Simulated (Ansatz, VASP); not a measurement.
**Two plane-wave programs on Al15SbN16 (a cell with a defect)**

Contents of POSCAR:

```
Al15SbN16
1.0
    6.2260000000      0.0000000000      0.0000000000
   -3.1130000000      5.3918741640      0.0000000000
    0.0000000000      0.0000000000      9.9620000000
Sb Al N
1 15 16
Direct
    0.1666666667      0.3333333333      0.0084669652
    0.1666666667      0.3333333333      0.4758181417
    0.1685073599      0.8342536800     -0.0040037018
    0.1629210738      0.8314605369      0.5023605526
    0.6657463200      0.3314926401     -0.0040037018
    0.6685394631      0.3370789262      0.5023605526
    0.6657463200      0.8342536800     -0.0040037018
    0.6685394631      0.8314605369      0.5023605526
    0.3374774595      0.1625225405      0.2617726129
    0.3329081913      0.1670918087      0.7336084222
    0.3374774595      0.6749549190      0.2617726129
    0.3329081913      0.6658163827      0.7336084222
    0.8250450810      0.1625225405      0.2617726129
    0.8341836173      0.1670918087      0.7336084222
    0.8333333333      0.6666666667      0.2459227692
    0.8333333333      0.6666666667      0.7502156942
    0.1666666667      0.3333333333      0.2659509344
    0.1666666667      0.3333333333      0.6805334166
    0.1703258898      0.8351629449      0.1874645282
    0.1597083724      0.8298541862      0.6894958432
    0.6648370551      0.3296741102      0.1874645282
    0.6701458138      0.3402916276      0.6894958432
    0.6648370551      0.8351629449      0.1874645282
    0.6701458138      0.8298541862      0.6894958432
    0.3412894738      0.1587105262      0.4505970664
    0.3432534257      0.1567465743      0.9238246100
    0.3412894738      0.6825789476      0.4505970664
    0.3432534257      0.6865068514      0.9238246100
    0.8174210524      0.1587105262      0.4505970664
    0.8134931486      0.1567465743      0.9238246100
    0.8333333333      0.6666666667      0.4357869286
    0.8333333333      0.6666666667      0.9419453491
```

File INCAR.step1:

```
SYSTEM = Al15SbN16
PREC = Accurate
ENCUT = 520
ISMEAR = -1
SIGMA = 0.01
LREAL = Auto
LASPH = .True.
NELM = 100
NBANDS = 87
GGA = PE
ALGO = Normal
EDIFF = 1E-4
LWAVE = .True.
LCHARG = .False.
```

File INCAR.step2:

```
SYSTEM = Al15SbN16
PREC = Accurate
ENCUT = 520
EDIFF = 1E-8
ISMEAR = -1
SIGMA = 0.01
LREAL = Auto
LASPH = .True.
NELM = 100
ALGO = Normal
ISIF = 2
LWAVE = .False.
LCHARG = .False.
METAGGA = R2SCAN
LMIXTAU = .True.
LEFG = .True.
NBANDS = 87
ISTART = 1
```

KPOINTS

```
regular mesh
0
Gamma
  4 4 2
  0 0 0
```

Input for Ansatz:

```yaml
crystal:
  lattice:
    - [6.226, 0.0, 0.0]
    - [-3.113, 5.391874164, 0.0]
    - [0.0, 0.0, 9.962]
  atoms:
    - { symbol: Sb, position: [0.1666666667, 0.3333333333, 0.0084669652] }
    - { symbol: Al, position: [0.1666666667, 0.3333333333, 0.4758181417] }
    - { symbol: Al, position: [0.1685073599, 0.83425368, -0.0040037018] }
    - { symbol: Al, position: [0.1629210738, 0.8314605369, 0.5023605526] }
    - { symbol: Al, position: [0.66574632, 0.3314926401, -0.0040037018] }
    - { symbol: Al, position: [0.6685394631, 0.3370789262, 0.5023605526] }
    - { symbol: Al, position: [0.66574632, 0.83425368, -0.0040037018] }
    - { symbol: Al, position: [0.6685394631, 0.8314605369, 0.5023605526] }
    - { symbol: Al, position: [0.3374774595, 0.1625225405, 0.2617726129] }
    - { symbol: Al, position: [0.3329081913, 0.1670918087, 0.7336084222] }
    - { symbol: Al, position: [0.3374774595, 0.674954919, 0.2617726129] }
    - { symbol: Al, position: [0.3329081913, 0.6658163827, 0.7336084222] }
    - { symbol: Al, position: [0.825045081, 0.1625225405, 0.2617726129] }
    - { symbol: Al, position: [0.8341836173, 0.1670918087, 0.7336084222] }
    - { symbol: Al, position: [0.8333333333, 0.6666666667, 0.2459227692] }
    - { symbol: Al, position: [0.8333333333, 0.6666666667, 0.7502156942] }
    - { symbol: "N", position: [0.1666666667, 0.3333333333, 0.2659509344] }
    - { symbol: "N", position: [0.1666666667, 0.3333333333, 0.6805334166] }
    - { symbol: "N", position: [0.1703258898, 0.8351629449, 0.1874645282] }
    - { symbol: "N", position: [0.1597083724, 0.8298541862, 0.6894958432] }
    - { symbol: "N", position: [0.6648370551, 0.3296741102, 0.1874645282] }
    - { symbol: "N", position: [0.6701458138, 0.3402916276, 0.6894958432] }
    - { symbol: "N", position: [0.6648370551, 0.8351629449, 0.1874645282] }
    - { symbol: "N", position: [0.6701458138, 0.8298541862, 0.6894958432] }
    - { symbol: "N", position: [0.3412894738, 0.1587105262, 0.4505970664] }
    - { symbol: "N", position: [0.3432534257, 0.1567465743, 0.92382461] }
    - { symbol: "N", position: [0.3412894738, 0.6825789476, 0.4505970664] }
    - { symbol: "N", position: [0.3432534257, 0.6865068514, 0.92382461] }
    - { symbol: "N", position: [0.8174210524, 0.1587105262, 0.4505970664] }
    - { symbol: "N", position: [0.8134931486, 0.1567465743, 0.92382461] }
    - { symbol: "N", position: [0.8333333333, 0.6666666667, 0.4357869286] }
    - { symbol: "N", position: [0.8333333333, 0.6666666667, 0.9419453491] }
kpoints:
  mp_grid: { grid: [4, 4, 2] }
scf:
  occupations: { method: fermi_dirac, width: 0.01 }
hamiltonian:
  xc: r2scan
  pseudopotentials: { kind: paw }
output:
  forces: true
  stress: true
  populations: true
  efg:
    quadrupole_moments_barn: { Sb: -0.543, Al: 0.1466, "N": 0.02044 }
    contact_densities: true
  write_density: true
  write_potential: true
  elf: true
  volumetric_format: npy
```

Alike in both runs: task electric field gradients; functional r2SCAN; k mesh 4 × 4 × 2; occupations fermi-dirac, width 0.01 eV; no spin polarisation.

|  | VASP | Ansatz |
| --- | --- | --- |
| version | VASP 6.6.1 | Ansatz 0.2.0 |
| potentials or method | VASP PAW PBE potentials, release 64 (Sb, Al, N) | plane-wave PAW, scalar-relativistic |
| plane-wave cutoff (eV) | 520 | 500 |
| valence electrons in the cell | 130 | 140 |

|  | VASP | Ansatz | Ansatz less VASP |
| --- | --- | --- | --- |
| gap on the k mesh at the Fermi level (eV) | 2.00 | 2.01 | +0.014 |
| pressure (GPa) | 6.5 | 6.8 | +0.30 |
| largest component of the traceless stress (GPa) | 2.79 | 2.85 | +0.059 |
| rms of the force components (eV/Å) | 0.051 | 0.069 | +0.0187 |
| Vzz of the field gradient on the site that differs most (V/Å²) | -170.3 | -175.3 | -4.96 |

Atom by atom the forces differ by 0.024 eV/Å (rms over components). With one functional, cell and mesh, what is left measures potentials, basis and numerics. The two sets of potentials don't hold the same shells in valence. Ansatz warned: «gradients_without_spin_orbit».

Caveats: the PAW data sets were made with another functional, which shifts forces and pressure a little (VASP); spin-orbit coupling is left out, which moves the levels of the heavy elements. r2SCAN opens gaps a little over a GGA but as a rule still falls short of measured ones.
